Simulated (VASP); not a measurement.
SnTe: energy against volume

SnTe (rock salt, Fm-3m, 32.281 Å³/atom and stress up to 0.13 GPa in the relaxed cell, cube axes along x, y and z) under an equal strain ε along all three axes. r2SCAN in VASP (plane waves, PAW), 480 eV, 8×8×8 Γ-centred mesh, Gaussian smearing 0.05 eV; ions are relaxed, or left where forces stay under 0.02 eV/Å, within the symmetry of each cell.

Here V stands for volume and E for E less E0.

```csv
volume (Å³/atom),E less E0 (meV/atom),pressure (GPa)
29.4621,?,?
30.3828,19.05,3.16
30.8502,11.01,2.33
31.3224,5.20,1.55
31.7994,1.55,0.82
32.2812,0.00,0.13
32.7678,0.50,-0.52
33.2593,2.96,-1.13
33.7557,7.19,-1.69
34.2570,13.24,-2.21
```

The 9 complete rows are fitted with the third-order Birch-Murnaghan form, a cubic in V^(-2/3), E against V. With u = V^(-2/3) - 0.0987, the rows have u = 0.0040026, 0.0029626, 0.0019383, 0.0009294, -0.0000644, -0.0010434, -0.0020078, -0.0029581, -0.0038944. Least squares gives E = 0.066 + 651.6·u + 1029817·u² - 1705880·u³. Residuals (row less fit): -0.013, 0.019, 0.014, -0.010, -0.028, -0.009, 0.037, -0.004, -0.008; standard error 0.025 (degrees of freedom: 5). Its minimum lies at u = -0.0003161, so V0 = (0.0983839)^(-3/2) = 32.41. There d²E/du² = 2063000 and d³E/du³ = -1.024e7, so B0 = (4/9) × 32.41^(-7/3) × 2063000 × 0.160218 = 43.9 GPa (the last factor turns the table's units into GPa), and B0' = 4 + (2/3) × 0.0983839 × (-1.024e7)/2063000 = 3.7. B0' rests on the cubic coefficient alone and has a standard error of 0.1 from these residuals.

Estimate the missing E (V = 29.4621); what did the run itself give?

u = 0.0061313, so E = 0.066 + 651.6 × 0.0061313 + 1029817 × 0.0061313² - 1705880 × 0.0061313³ = 42.382 meV/atom. The calculation gives 42.60 meV/atom, 0.218 meV/atom above the prediction (0.5 % of the range of E in the table). The row lies outside the fitted rows, so this is an extrapolation. From the scatter of the fitted rows alone, a prediction at this place has a standard error of 0.121 meV/atom, so the miss is 1.8 times that.

This level leaves no gap over 0.05 eV at strain -1.50, -1.00 %. Spin-orbit coupling is left out, which can shift these values for the heavy elements here. Other structures, which can take over under pressure, weren't tried. The same form fitted to the pressure column gives B0' = 4.0; series where the two differ by over 0.4 aren't shown. SnTe stands in this structure, which distorts at low temperature. Rows are the converged runs of the series near zero and its far end, less any whose ions stayed unrelaxed beside relaxed ones; series whose fitted rows scatter by over a few per cent of the range, as at a crossing or softening among them, aren't shown in this form.
